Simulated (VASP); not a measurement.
Crystal: LiV.

```xyz
2
Lattice="0.0000 2.3854 2.3854 2.3854 0.0000 2.3854 2.3854 2.3854 0.0000" Properties=species:S:1:pos:R:3 pbc="T T T"
Li    2.3854    2.3854    2.3854
V     0.0000    0.0000    0.0000
```

The cell was built by a generator and needn't be a form met in nature.

```yaml
Program: VASP 6.6.1
Task: relaxation of cell and atoms
Functional: PBE
Potentials_or_basis: VASP PAW PBE potentials, release 64 (Li_sv, V_sv)
Cutoff: 600 eV
k_mesh: 6 × 6 × 6
Occupations: fermi-dirac, width 0.0145 eV
Spin: non-collinear spin, zero start, spin-orbit coupling
Starting_moments: "[[0.0, 0.0, 0.0], [0.0, 0.0, 0.0]] μB"
Hubbard_terms: V d U = 8.0 eV
```

At the start: pressure 20.7 GPa; volume 13.57 Å³/atom.

**Question.** How do energy, volume and symmetry change on relaxing?

**Answer.** Over 9 steps the energy falls by 327.8 meV/atom and the volume is 20.31 Å³/atom (+49.6 %); space group Fm-3m (No. 225, to 0.05 Å); moment 0.00 μB per cell.

Step by step:
```tsv
step	energy change (eV)	largest force (eV/Å)	pressure (GPa)	volume (Å³)
1	0.0000	0.0000	20.71	27.15
2	-0.3401	0.0000	6.56	34.64
3	-0.1687	0.0000	1.85	40.44
4	-0.5390	0.0000	-1.89	43.51
5	-0.6493	0.0000	-0.99	41.88
6	-0.6538	0.0000	-0.62	41.37
7	-0.6553	0.0000	-0.25	40.90
8	-0.6556	0.0000	-0.11	40.68
9	-0.6556	0.0000	-0.04	40.62
```

Final structure:
```xyz
2
Lattice="0.0000 2.7284 2.7284 2.7284 0.0000 2.7284 2.7284 2.7284 0.0000" Properties=species:S:1:pos:R:3 pbc="T T T"
Li    2.7284    2.7284    2.7284
V     0.0000    0.0000    0.0000
```

Caveat: the k mesh is coarse (spacing up to 0.38 Å⁻¹), so the values aren't converged; the cutoff is under 1.25 times the usual one of these potentials, so pressure, stress and relaxed cells hold a basis-set (Pulay) error; the electronic state changed during the relaxation; the volume moved by over 15 % at a fixed basis, so the end points are rough; the U is typed as a test and isn't derived for this compound.
